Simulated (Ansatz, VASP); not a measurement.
# C (Diamond) in two plane-wave programs, part 2 of 2

One calculation is typed for both programs; each brings its own data sets. How far apart do they land? The cell is taken from a series of runs on this material, whose earlier steps may have relaxed, scaled, displaced or heated it; both programs get it as it stands.

VASP 6.6.1 and Ansatz 0.2.0.

So far: The starting structure; Ansatz: dielectric response, PBE.

## 3. VASP: dielectric response, PBE

Level of this step: PBE; plane waves and PAW (C) (VASP).

The same cell, functional and mesh now go to VASP, with its own data sets.

Lines of VASP's logs that name or quote its potential files are left out, and so is its time.

Contents of INCAR:

```
SYSTEM = C
PREC = Accurate
ENCUT = 520
EDIFF = 1E-08
NELM = 120
ISMEAR = 0
SIGMA = 0.01
LREAL = .FALSE.
ALGO = Normal
GGA = PE
NBANDS = 10
LORBIT = 11
LWAVE = .FALSE.
LCHARG = .FALSE.
ISIF = 2
LEPSILON = .TRUE.
LASPH = .TRUE.
GGA_COMPAT = .FALSE.
EFERMI = MIDGAP
```

Contents of POSCAR:

```
C
1.0
    0.0000000000      1.7833700000      1.7833700000
    1.7833700000      0.0000000000      1.7833700000
    1.7833700000      1.7833700000      0.0000000000
C
2
Direct
    0.7500000000      0.7500000000      0.7500000000
    0.5000000000      0.5000000000      0.5000000000
```

Contents of KPOINTS:

```
Automatic mesh
0
Gamma
11 11 11
0 0 0
```

PAW data sets: C (PBE family, release 64).

Started as:

```console
$ mpirun -np 1 vasp_std
```

Numbers of over 12 decimals in the logs are rounded to 6 here.

The log of the run:

```text
[banner, memory and clock lines left out]
running    1 mpi-ranks, on    1 nodes
 distrk:  each k-point on    1 cores,    1 groups
 distr:  one band on    1 cores,    1 groups

 POSCAR found type information on POSCAR C
 POSCAR found :  1 types and       2 ions
 LDA part: xc-table for (Slater+PW92), standard interpolation
 POSCAR, INCAR and KPOINTS ok, starting setup
 FFT: planning ... GRIDC
 FFT: planning ... GRID_SOFT
 FFT: planning ... GRID
 WAVECAR not read
 entering main loop
       N       E                     dE             d eps       ncg     rms          rms(c)
DAV:   1     0.876020965439E+00    0.87602E+00   -0.49610E+03  1190   0.774E+02
DAV:   2    -0.184945412364E+02   -0.19371E+02   -0.18763E+02  1548   0.131E+02
DAV:   3    -0.188234603361E+02   -0.32892E+00   -0.32826E+00  1372   0.137E+01
DAV:   4    -0.188240923528E+02   -0.63202E-03   -0.63199E-03  1192   0.671E-01
DAV:   5    -0.188240931725E+02   -0.81965E-06   -0.81967E-06  1292   0.235E-02    0.556E+00
DAV:   6    -0.183447531757E+02    0.47934E+00   -0.26730E-01  1166   0.388E+00    0.332E+00
DAV:   7    -0.181834298860E+02    0.16132E+00   -0.32281E-01  1226   0.432E+00    0.760E-01
DAV:   8    -0.181851767763E+02   -0.17469E-02   -0.77671E-03  1152   0.708E-01    0.435E-02
DAV:   9    -0.181852120195E+02   -0.35243E-04   -0.66169E-05  1378   0.694E-02    0.239E-02
DAV:  10    -0.181852319218E+02   -0.19902E-04   -0.15674E-05  1154   0.380E-02    0.511E-03
DAV:  11    -0.181852319683E+02   -0.46495E-07   -0.20707E-07  1474   0.446E-03    0.675E-04
DAV:  12    -0.181852319283E+02    0.40041E-07   -0.20048E-08  1182   0.152E-03    0.199E-04
DAV:  13    -0.181852319244E+02    0.38593E-08   -0.51880E-10   618   0.206E-04
   1 F= -.18185232E+02 E0= -.18185232E+02  d E =0.000000E+00
 Linear response reoptimize wavefunctions to high precision
DAV:   1    -0.181852319268E+02   -0.23955E-08   -0.30971E-11   770   0.597E-05
DAV:   2    -0.181852319268E+02   -0.36721E-10   -0.18397E-12   580   0.109E-05
 Linear response G [H, r] |phi>, progress :
  Direction:   1
       N       E                     dE             d eps       ncg     rms
RMM:   1    -0.327458773803E+02   -0.32746E+02    0.57599E-01  2616   0.446E+01
RMM:   2    -0.324842432918E+02    0.26163E+00   -0.10765E+00  1780   0.884E+00
RMM:   3    -0.324926716832E+02   -0.84284E-02   -0.36600E-03  1871   0.509E-01
RMM:   4    -0.324927219660E+02   -0.50283E-04   -0.30062E-05  1966   0.402E-02
RMM:   5    -0.324927223013E+02   -0.33537E-06   -0.30522E-07  1941   0.378E-03
RMM:   6    -0.324927223090E+02   -0.76724E-08   -0.16514E-08  1794   0.391E-04
 Linear response G [H, r] |phi>, progress :
  Direction:   2
       N       E                     dE             d eps       ncg     rms
RMM:   1    -0.361674735797E+02   -0.36167E+02   -0.54958E+01  2613   0.426E+01
RMM:   2    -0.330832141677E+02    0.30843E+01   -0.73077E-01  1779   0.751E+00
RMM:   3    -0.330862354778E+02   -0.30213E-02   -0.31195E-03  1866   0.426E-01
RMM:   4    -0.330862327658E+02    0.27120E-05   -0.24827E-05  1989   0.352E-02
RMM:   5    -0.330862327199E+02    0.45881E-07   -0.23908E-07  1947   0.308E-03
RMM:   6    -0.330862327207E+02   -0.82301E-09   -0.89546E-09  1796   0.318E-04
 Linear response G [H, r] |phi>, progress :
  Direction:   3
       N       E                     dE             d eps       ncg     rms
RMM:   1    -0.285176029524E+02   -0.28518E+02   -0.65859E+00  2478   0.416E+01
RMM:   2    -0.224207662657E+02    0.60968E+01   -0.95224E-01  1752   0.786E+00
RMM:   3    -0.224249167534E+02   -0.41505E-02   -0.70130E-03  1873   0.481E-01
RMM:   4    -0.224248395892E+02    0.77164E-04   -0.66181E-04  1924   0.413E-02
RMM:   5    -0.224247866925E+02    0.52897E-04   -0.70482E-05  1870   0.424E-03
RMM:   6    -0.224247806770E+02    0.60155E-05   -0.95422E-06  1688   0.473E-04
RMM:   7    -0.224247798843E+02    0.79275E-06   -0.20223E-06  1313   0.706E-05
RMM:   8    -0.224247795457E+02    0.33853E-06   -0.11582E-07  1196   0.273E-05
RMM:   9    -0.224247795451E+02    0.63675E-09    0.77110E-09  1033   0.243E-05
 Linear response to external field (no local field effect), progress :
  Direction:   1
       N       E                     dE             d eps       ncg     rms          rms(c)
RMM:   1    -0.183015260318E+00   -0.18302E+00   -0.67835E-01  2449   0.228E+00
RMM:   2    -0.187267173415E+00   -0.42519E-02   -0.10592E-03  1788   0.268E-01
RMM:   3    -0.187271381744E+00   -0.42083E-05   -0.32377E-06  1810   0.110E-02
RMM:   4    -0.187271401504E+00   -0.19761E-07   -0.13217E-08  1767   0.729E-04
RMM:   5    -0.187271401561E+00   -0.56662E-10   -0.11534E-10  1303   0.468E-05
 change of polarisation eV/A/(eV/A) component  1 :     0.375     0.168     0.048
 dielectric tensor                  component  1 :     6.975     2.687     0.766
 Linear response to external field (no local field effect), progress :
  Direction:   2
       N       E                     dE             d eps       ncg     rms          rms(c)
RMM:   1    -0.180988514238E+00   -0.18099E+00   -0.65675E-01  2441   0.230E+00
RMM:   2    -0.185194448774E+00   -0.42059E-02   -0.10368E-03  1791   0.270E-01
RMM:   3    -0.185198490639E+00   -0.40419E-05   -0.32949E-06  1819   0.110E-02
RMM:   4    -0.185198511792E+00   -0.21153E-07   -0.13684E-08  1787   0.774E-04
RMM:   5    -0.185198511867E+00   -0.74710E-10   -0.10285E-10  1311   0.479E-05
 change of polarisation eV/A/(eV/A) component  2 :     0.168     0.370    -0.063
 dielectric tensor                  component  2 :     2.687     6.909    -0.999
 Linear response to external field (no local field effect), progress :
  Direction:   3
       N       E                     dE             d eps       ncg     rms          rms(c)
RMM:   1    -0.916363547550E-01   -0.91636E-01   -0.33161E-01  2398   0.170E+00
RMM:   2    -0.939068935354E-01   -0.22705E-02   -0.52065E-04  1765   0.189E-01
RMM:   3    -0.939089477120E-01   -0.20542E-05   -0.15697E-06  1793   0.828E-03
RMM:   4    -0.939089566227E-01   -0.89107E-08   -0.56441E-09  1736   0.573E-04
 change of polarisation eV/A/(eV/A) component  3 :     0.048    -0.063     0.188
 dielectric tensor                  component  3 :     0.766    -0.999     3.996
 Linear response to external field, progress :
  Direction:   1
       N       E                     dE             d eps       ncg     rms          rms(c)
RMM:   1    -0.151896922526E+00   -0.15190E+00   -0.55574E-01  5479   0.210E+00
RMM:   2    -0.155456181967E+00   -0.35593E-02   -0.87092E-04  3984   0.242E-01    0.710E-01
RMM:   3    -0.154936053267E+00    0.52013E-03   -0.65514E-04  4005   0.201E-01    0.423E-01
RMM:   4    -0.163013152634E+00   -0.80771E-02   -0.10076E-03  3992   0.259E-01    0.388E-02
RMM:   5    -0.163770793500E+00   -0.75764E-03   -0.17026E-05  4040   0.326E-02    0.359E-03
RMM:   6    -0.163798648403E+00   -0.27855E-04   -0.12592E-07  4199   0.334E-03    0.196E-03
RMM:   7    -0.163816580367E+00   -0.17932E-04   -0.11242E-07  4069   0.331E-03    0.129E-04
RMM:   8    -0.163816925262E+00   -0.34489E-06   -0.15395E-10  3725   0.114E-04    0.394E-05
RMM:   9    -0.163816966669E+00   -0.41407E-07   -0.47211E-11  3262   0.732E-05    0.181E-06
 change of polarisation eV/A/(eV/A) component  1 :     0.304     0.102     0.031
 dielectric tensor                  component  1 :     5.853     1.622     0.494
 Linear response to external field, progress :
  Direction:   2
       N       E                     dE             d eps       ncg     rms          rms(c)
RMM:   1    -0.151869031858E+00   -0.15187E+00   -0.55546E-01  5491   0.210E+00
RMM:   2    -0.155456203590E+00   -0.35872E-02   -0.87130E-04  3984   0.242E-01    0.710E-01
RMM:   3    -0.154937224644E+00    0.51898E-03   -0.65366E-04  4006   0.201E-01    0.423E-01
RMM:   4    -0.163013544119E+00   -0.80763E-02   -0.10061E-03  3994   0.259E-01    0.388E-02
RMM:   5    -0.163770583935E+00   -0.75704E-03   -0.17017E-05  4041   0.326E-02    0.358E-03
RMM:   6    -0.163798663068E+00   -0.28079E-04   -0.12464E-07  4194   0.333E-03    0.197E-03
RMM:   7    -0.163816576561E+00   -0.17913E-04   -0.11242E-07  4075   0.331E-03    0.129E-04
RMM:   8    -0.163816930755E+00   -0.35419E-06   -0.15241E-10  3722   0.114E-04    0.393E-05
RMM:   9    -0.163816967754E+00   -0.36999E-07   -0.45949E-11  3250   0.732E-05    0.179E-06
 change of polarisation eV/A/(eV/A) component  2 :     0.083     0.304    -0.007
 dielectric tensor                  component  2 :     1.328     5.853    -0.105
 Linear response to external field, progress :
  Direction:   3
       N       E                     dE             d eps       ncg     rms          rms(c)
RMM:   1    -0.151874175602E+00   -0.15187E+00   -0.55551E-01  5490   0.210E+00
RMM:   2    -0.155456141492E+00   -0.35820E-02   -0.87449E-04  3984   0.242E-01    0.710E-01
RMM:   3    -0.154937192021E+00    0.51895E-03   -0.65488E-04  4007   0.201E-01    0.423E-01
RMM:   4    -0.163013329608E+00   -0.80761E-02   -0.10071E-03  3994   0.259E-01    0.388E-02
RMM:   5    -0.163770599648E+00   -0.75727E-03   -0.17009E-05  4042   0.326E-02    0.358E-03
RMM:   6    -0.163798670426E+00   -0.28071E-04   -0.12546E-07  4197   0.334E-03    0.196E-03
RMM:   7    -0.163816582285E+00   -0.17912E-04   -0.11236E-07  4075   0.331E-03    0.129E-04
RMM:   8    -0.163816930374E+00   -0.34809E-06   -0.15301E-10  3731   0.114E-04    0.394E-05
RMM:   9    -0.163816970490E+00   -0.40116E-07   -0.46969E-11  3261   0.732E-05    0.180E-06
 change of polarisation eV/A/(eV/A) component  3 :     0.012     0.064     0.304
 dielectric tensor                  component  3 :     0.196     1.027     5.853
 Born effective charges drift removed
```

From OUTCAR (step 3):

```text
ion  position               nearest neighbor table
   1  0.750  0.750  0.750-   2 1.54   2 1.54   2 1.54   2 1.54
   2  0.500  0.500  0.500-   1 1.54   1 1.54   1 1.54   1 1.54

  LATTYP: Found a face centered cubic cell.
 ALAT       =     3.5667400000

 Subroutine GETGRP returns: Found 48 space group operations
 (whereof 24 operations were pure point group operations)

The static configuration has the point symmetry T_d .
 The point group associated with its full space group is O_h .

 Found     56 irreducible k-points:

   k-points           NKPTS =     56   k-points in BZ     NKDIM =     56   number of bands    NBANDS=     10

   dimension x,y,z NGX =    20 NGY =   20 NGZ =   20
   dimension x,y,z NGXF=    40 NGYF=   40 NGZF=   40

   ENCUT  =  520.0 eV  38.22 Ry    6.18 a.u.   4.69  4.69  4.69*2*pi/ulx,y,z

   NELECT =       8.0000    total number of electrons

 k-points in reciprocal lattice and weights: Automatic mesh
   0.00000000  0.00000000  0.00000000       0.001
   0.09090909  0.00000000  0.00000000       0.006
   0.18181818  0.00000000  0.00000000       0.006
   0.27272727  0.00000000  0.00000000       0.006
   0.36363636  0.00000000  0.00000000       0.006
   0.45454545  0.00000000  0.00000000       0.006
   0.09090909  0.09090909  0.00000000       0.005
   0.18181818  0.09090909  0.00000000       0.018
   0.27272727  0.09090909  0.00000000       0.018
[...]
-0.36363636  0.45454545  0.18181818       0.018
  -0.27272727  0.45454545  0.18181818       0.018

 average (electrostatic) potential at core
       1 -45.3821       2 -45.3821

  Total        0.1741745      0.1741745      0.1741745     -0.0000000      0.0000000      0.0000000
  in kB       24.6003265     24.6003265     24.6003265     -0.0000000      0.0000000      0.0000000
  external PRESSURE =      24.6003265 kB  Pullay stress =       0.0000000 kB

  energy-cutoff  :      520.00
  volume of cell :       11.34
      direct lattice vectors                 reciprocal lattice vectors
     0.000000000  1.783370000  1.783370000    -0.280368067  0.280368067  0.280368067
     1.783370000  0.000000000  1.783370000     0.280368067 -0.280368067  0.280368067
     1.783370000  1.783370000  0.000000000     0.280368067  0.280368067 -0.280368067

 POSITION                                       TOTAL-FORCE (eV/Angst)
 -----------------------------------------------------------------------------------
      2.67505      2.67505      2.67505         0.000000      0.000000      0.000000
      1.78337      1.78337      1.78337        -0.000000     -0.000000     -0.000000
 -----------------------------------------------------------------------------------
    total drift:                               -0.000000     -0.000000      0.000000

 MACROSCOPIC STATIC DIELECTRIC TENSOR (including local field effects in DFT)
 ------------------------------------------------------
           5.852784    -0.000000    -0.000000
          -0.000000     5.852784     0.000000
          -0.000000     0.000000     5.852784
 ------------------------------------------------------

 PIEZOELECTRIC TENSOR (including local field effects)  for field in x, y, z        (C/m^2)
          XX          YY          ZZ          XY          YZ          ZX
  --------------------------------------------------------------------------------
  x     0.00000     0.00000    -0.00000     0.00000     0.00000     0.00000
  y    -0.00000     0.00000    -0.00000     0.00000     0.00000    -0.00000
  z     0.00000     0.00000    -0.00000    -0.00000     0.00000     0.00000

 BORN EFFECTIVE CHARGES (including local field effects) (in |e|, cummulative output)
 ---------------------------------------------------------------------------------
 ion    1
    1    -0.00000     0.00000    -0.00000
    2    -0.00000     0.00000     0.00000
    3    -0.00000     0.00000     0.00000
 ion    2
    1     0.00000    -0.00000     0.00000
    2     0.00000    -0.00000    -0.00000
    3     0.00000    -0.00000    -0.00000
```

## 4. Comparison

Known differences besides the potentials themselves: fixed occupations in Ansatz, narrow Gaussian smearing in VASP; VASP's response is taken on the typed mesh, Ansatz refines its own for the field response alone; the cutoff is 420 eV in Ansatz and 520 eV in VASP. Total energies have different zeros and are not compared.

Compared:

| quantity | Ansatz | VASP | difference |
| --- | --- | --- | --- |
| ε∞ xx | 5.84 | 5.85 | -0.15 % |
| ε∞ yy | 5.84 | 5.85 | -0.15 % |
| ε∞ zz | 5.84 | 5.85 | -0.15 % |

## 5. Results

- difference in ε∞ xx (dielectric response, PBE): -0.15 %

The difference in ε∞ xx is -0.15 % (dielectric response, PBE), within the 5 % picked in this series as the mark of a large difference. How closely two codes agree says nothing of how well the functional describes the real material.

[Lines on the potential files, build, host, timing and source positions are cut from VASP's logs without a mark.]

[Logs are printed without paths, hosts, clocks, repeated set-up lines and the standing remarks that a program may print on its own settings, such as how far it seeks lower states.]

[Hosts, paths, dates, database ids (printed as entryN), source tags and the programs' standing remarks are cut or masked in the printed files.]
